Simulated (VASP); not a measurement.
Output of a VASP run:

File OSZICAR:
```
       N       E                     dE             d eps       ncg     rms          rms(c)
DAV:   1     0.166381004919E+03    0.16638E+03   -0.15182E+04  4330   0.122E+03
DAV:   2    -0.285305495676E+01   -0.16923E+03   -0.16598E+03  6058   0.312E+02
DAV:   3    -0.940553266175E+01   -0.65525E+01   -0.65271E+01  4596   0.637E+01
DAV:   4    -0.944666727061E+01   -0.41135E-01   -0.41123E-01  4708   0.564E+00
DAV:   5    -0.944690256534E+01   -0.23529E-03   -0.23529E-03  4526   0.408E-01    0.111E+01
DAV:   6    -0.807718877693E+01    0.13697E+01   -0.51515E-01  4354   0.865E+00    0.615E+00
DAV:   7    -0.771832814910E+01    0.35886E+00   -0.60698E-01  4268   0.874E+00    0.733E-01
DAV:   8    -0.771656721806E+01    0.17609E-02   -0.76704E-02  4430   0.235E+00    0.114E-01
DAV:   9    -0.771663527994E+01   -0.68062E-04   -0.12274E-03  4528   0.324E-01    0.523E-02
DAV:  10    -0.771671265585E+01   -0.77376E-04   -0.55580E-05  5334   0.685E-02    0.195E-02
DAV:  11    -0.771672820086E+01   -0.15545E-04   -0.12590E-05  4372   0.355E-02    0.362E-03
DAV:  12    -0.771672814605E+01    0.54813E-07   -0.18411E-07  2498   0.559E-03
   1 F= -.77167281E+01 E0= -.77167281E+01  d E =-.343947E-21
```

OUTCAR:
```
------------------------ aborting loop because EDIFF is reached ----------------------------------------
  FORCE on cell =-STRESS in cart. coord.  units (eV):
  Direction    XX          YY          ZZ          XY          YZ          ZX
  --------------------------------------------------------------------------------------
  Total       -5.4106076     -5.0136222     -3.6265391      0.0000000      0.0000000     -0.0476326
  in kB     -162.2393837   -150.3356056   -108.7433268      0.0000000      0.0000000     -1.4282837
  external PRESSURE =    -140.4394387 kB  Pullay stress =       0.0000000 kB
  volume of cell :       53.43
      direct lattice vectors                 reciprocal lattice vectors
     2.556320000 -1.584025000  0.000000000     0.195593666 -0.315651584  0.016664114
     2.556320000  1.584025000  0.000000000     0.195593666  0.315651584  0.016664114
    -0.562109000  0.000000000  6.597708000     0.000000000  0.000000000  0.151567787
 POSITION                                       TOTAL-FORCE (eV/Angst)
 -----------------------------------------------------------------------------------
      3.52689      0.50610      3.94517        -0.007776     -0.008702      0.035679
      1.02364     -0.50610      2.65254         0.007776      0.008702     -0.035679
      0.74259      0.50610      5.95140         0.007776     -0.008702     -0.035679
      3.80794     -0.50610      0.64631        -0.007776      0.008702      0.035679
 -----------------------------------------------------------------------------------
    total drift:                                0.000000      0.000000      0.000000
  FREE ENERGIE OF THE ION-ELECTRON SYSTEM (eV)
  ---------------------------------------------------
  free  energy   TOTEN  =        -7.7167281460 eV

  energy  without entropy=       -7.7167281460  energy(sigma->0) =       -7.71672815
```
(Selected blocks of OUTCAR.)

**POSCAR**
```
F2
1
    2.5563200000    -1.5840250000     0.0000000000
    2.5563200000     1.5840250000     0.0000000000
   -0.5621090000     0.0000000000     6.5977080000
F
4
Direct
  0.5958300000   0.9153300000   0.5979600000
  0.4041700000   0.0846700000   0.4020400000
  0.0846700000   0.4041700000   0.9020400000
  0.9153300000   0.5958300000   0.0979600000
```

Question: Reconstruct the remaining input files.

Answer: This is not unique; one that fits is the input of the run itself, PBEsol GGA, plane waves, VASP's PBE PAW potentials (set 64).

INCAR:
```
GGA  =  PS
LCHARG  =  .False.
ISMEAR  =  0   ! Gaussian
SYSTEM  =  F2
LWAVE  =  .False.
PREC  =  Accurate
EDIFF  =  1E-6
ENCUT  =  400
ISIF  =  2   ! forces and stress, cell fixed
ALGO  =  Normal   ! blocked Davidson
LREAL  =  .False.
SIGMA  =  0.01   ! width (eV)
NELM  =  100
LASPH  =  .True.
```

File KPOINTS:
```
Automatic mesh
0
Gamma
10 10 4
0 0 0
```

POTCAR, in this order: F (PBE.64 set). Program: vasp_std.

At this cut-off the stress carries a Pulay error, which pulls relaxed volumes low.

The structure comes from a computed database's F2 entry; how it stands against other phases isn't given here. The cell was not relaxed at this level.
